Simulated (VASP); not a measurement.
Computed with PBE GGA, VASP's PBE PAW potentials (set 64) (plane waves; VASP).

Input for VASP

File POSCAR:
```
SrVO3
1
    3.7990159378     0.0000000000     0.0000000000
    0.0000000000     3.7990159378     0.0000000000
   -0.0000000000     0.0000000000     3.7990159378
Sr V O
1 1 3
Direct
  0.0000000000   0.0000000000   0.0000000000
  0.5000000000   0.5000000000   0.5000000000
  0.5000000000   0.0000000000   0.5000000000
  0.0000000000   0.5000000000   0.5000000000
  0.5000000000   0.5000000000   0.0000000000
```

INCAR:
```
ALGO = Normal
EDIFF = 1E-6
EDIFFG = -0.02
ENCUT = 620
GGA = PE
IBRION = 2
ISIF = 3
ISMEAR = 1
LASPH = .TRUE.
LCHARG = .FALSE.
LMAXMIX = 4
LREAL = .FALSE.
LWAVE = .FALSE.
NELM = 100
NSW = 40
PREC = Accurate
PSTRESS = 100
SIGMA = 0.1
SYSTEM = SrVO3
```

KPOINTS:
```
Automatic mesh
0
Gamma
8 8 8
0 0 0
```

POTCAR, in this order: Sr_sv V_sv O (PBE.64 set). Program: vasp_std.

What VASP printed:

### OUTCAR
```
 ion  position               nearest neighbor table
   1  0.000  0.000  0.000-   3 2.69   4 2.69   5 2.69   3 2.69   4 2.69   4 2.69   5 2.69   4 2.69
                             3 2.69   5 2.69   3 2.69   5 2.69   2 3.29   2 3.29   2 3.29   2 3.29
   2  0.500  0.500  0.500-   3 1.90   4 1.90   5 1.90   5 1.90   3 1.90   4 1.90   1 3.29   1 3.29
                             1 3.29   1 3.29   1 3.29   1 3.29   1 3.29   1 3.29
   3  0.500  0.000  0.500-   2 1.90   2 1.90   1 2.69   1 2.69   1 2.69   1 2.69
   4  0.000  0.500  0.500-   2 1.90   2 1.90   1 2.69   1 2.69   1 2.69   1 2.69
   5  0.500  0.500  0.000-   2 1.90   2 1.90   1 2.69   1 2.69   1 2.69   1 2.69
  LATTYP: Found a simple cubic cell.
 ALAT       =     3.7990159378
 Subroutine PRICEL returns:
 Original cell was already a primitive cell.
 Subroutine GETGRP returns: Found 48 space group operations
The static configuration has the point symmetry O_h .
The dynamic configuration has the point symmetry O_h .
 Subroutine INISYM returns: Found 48 space group operations
 Subroutine IBZKPT returns following result:
 Found     35 irreducible k-points:

 Following reciprocal coordinates:
            Coordinates               Weight
  0.000000  0.000000  0.000000      1.000000
  0.125000  0.000000  0.000000      6.000000
  0.250000  0.000000  0.000000      6.000000
  0.375000  0.000000  0.000000      6.000000
  0.500000  0.000000  0.000000      3.000000
  0.125000  0.125000  0.000000     12.000000
  0.250000  0.125000  0.000000     24.000000
  0.375000  0.125000  0.000000     24.000000
  0.500000  0.125000  0.000000     12.000000
  0.250000  0.250000  0.000000     12.000000
  0.375000  0.250000  0.000000     24.000000
  0.500000  0.250000  0.000000     12.000000
  0.375000  0.375000  0.000000     12.000000
  0.500000  0.375000  0.000000     12.000000
  0.500000  0.500000  0.000000      3.000000
  0.125000  0.125000  0.125000      8.000000
  0.250000  0.125000  0.125000     24.000000
  0.375000  0.125000  0.125000     24.000000
  0.500000  0.125000  0.125000     12.000000
...
```

File OSZICAR:
```
       N       E                     dE             d eps       ncg     rms          rms(c)
DAV:   1     0.502870894645E+03    0.50287E+03   -0.26577E+04  1680   0.206E+03
DAV:   2    -0.147705616538E+02   -0.51764E+03   -0.51352E+03  2064   0.532E+02
DAV:   3    -0.484983320433E+02   -0.33728E+02   -0.33507E+02  1768   0.141E+02
DAV:   4    -0.495490745490E+02   -0.10507E+01   -0.10499E+01  2928   0.223E+01
DAV:   5    -0.495584065975E+02   -0.93320E-02   -0.92797E-02  1952   0.179E+00    0.415E+01
DAV:   6    -0.406275583709E+02    0.89308E+01   -0.92480E+01  2288   0.756E+01    0.188E+01
DAV:   7    -0.397894232913E+02    0.83814E+00   -0.27995E+01  1912   0.486E+01    0.184E+01
DAV:   8    -0.391829890813E+02    0.60643E+00   -0.33486E+00  1880   0.172E+01    0.355E+00
DAV:   9    -0.392066361313E+02   -0.23647E-01   -0.21494E-01  2288   0.308E+00    0.155E+00
DAV:  10    -0.391970405990E+02    0.95955E-02   -0.14743E-01  1888   0.376E+00    0.559E-01
DAV:  11    -0.391941930367E+02    0.28476E-02   -0.23023E-02  1832   0.136E+00    0.184E-01
DAV:  12    -0.391941700599E+02    0.22977E-04   -0.15307E-03  2128   0.366E-01    0.865E-02
DAV:  13    -0.391941519540E+02    0.18106E-04   -0.18741E-04  1928   0.119E-01    0.974E-03
DAV:  14    -0.391941537626E+02   -0.18086E-05   -0.23501E-05  2232   0.314E-02    0.103E-02
DAV:  15    -0.391941535150E+02    0.24762E-06   -0.33843E-06  1448   0.165E-02
   1 F= -.35771974E+02 E0= -.35771223E+02  d E =-.357720E+02
```

OUTCAR:
```
------------------------ aborting loop because EDIFF is reached ----------------------------------------
  FORCE on cell =-STRESS in cart. coord.  units (eV):
  Direction    XX          YY          ZZ          XY          YZ          ZX
  --------------------------------------------------------------------------------------
  Total        3.4412467      3.4412467      3.4412467      0.0000000      0.0000000     -0.0000000
  in kB      100.5571714    100.5571714    100.5571714      0.0000000      0.0000000     -0.0000000
  external PRESSURE =       0.5571714 kB  Pullay stress =     100.0000000 kB
  volume of cell :       54.83
      direct lattice vectors                 reciprocal lattice vectors
     3.799015938  0.000000000  0.000000000     0.263226061  0.000000000  0.000000000
     0.000000000  3.799015938  0.000000000     0.000000000  0.263226061  0.000000000
     0.000000000  0.000000000  3.799015938     0.000000000  0.000000000  0.263226061
 POSITION                                       TOTAL-FORCE (eV/Angst)
 -----------------------------------------------------------------------------------
      0.00000      0.00000      0.00000         0.000000      0.000000      0.000000
      1.89951      1.89951      1.89951         0.000000      0.000000      0.000000
      1.89951      0.00000      1.89951         0.000000      0.000000      0.000000
      0.00000      1.89951      1.89951         0.000000      0.000000      0.000000
      1.89951      1.89951      0.00000         0.000000      0.000000      0.000000
 -----------------------------------------------------------------------------------
    total drift:                                0.000000     -0.000000     -0.000000
  FREE ENERGIE OF THE ION-ELECTRON SYSTEM (eV)
  ---------------------------------------------------
  free  energy   TOTEN  =       -39.1941535150 eV

  energy  without entropy=      -39.1918992694  energy(sigma->0) =      -39.19340210
  enthalpy is  TOTEN    =       -35.7719741820 eV   P V=        3.4221793329

 reached required accuracy - stopping structural energy minimisation
```
(Selected blocks of OUTCAR.)

The compound is SrVO3 in the cubic perovskite structure. It was relaxed first under an external pressure of 10 GPa. The run is not spin-polarised, so no magnetic state was tried. The electron count is odd and the run is not spin-polarised, which forces a metal.
